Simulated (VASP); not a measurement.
BH2F3, 30 atoms in the cell. The cell holds a amorphous, 30 atoms: a = 8.720 Å, b = 8.720 Å, c = 8.720 Å, α = 90.00°, β = 90.00°, γ = 90.00°. The cell was built by a generator and needn't be a form met in nature.

| Quantity | Value |
| --- | --- |
| Program | VASP 6.6.1 |
| Task | single point |
| Functional | PBE |
| Dispersion | D3(BJ) |
| Potentials or basis | VASP PAW PBE potentials, release 64 (B, F, H) |
| Cutoff | 520 eV |
| k mesh | 1 × 1 × 1 |
| Occupations | fermi-dirac, width 0.002 eV |
| Spin | no spin polarisation |
| Dipole correction | no |
| Further INCAR settings | LREAL = Auto; ALGO = Normal; EDIFF = 1e-07; NBANDS = 86 |

Potentials or basis: VASP PAW PBE potentials, release 64 (B, F, H).

Run with:

```console
$ cat potpaw_PBE.64/B/POTCAR potpaw_PBE.64/F/POTCAR potpaw_PBE.64/H/POTCAR > POTCAR
$ mpirun -np 1 vasp_gam > vasp.out
```

Hardware: 1 thread of Intel(R) Xeon(R) Platinum 8375C CPU @ 2.90GHz (Ice Lake), on a shared host.

Task: How long does it take, and how much memory?

Result: Run time: 3.4 min on 1 thread of Intel(R) Xeon(R) Platinum 8375C CPU @ 2.90GHz (Ice Lake) (shared host), peak memory 0.63 GiB. Counts: scf iterations 19, k points 1.
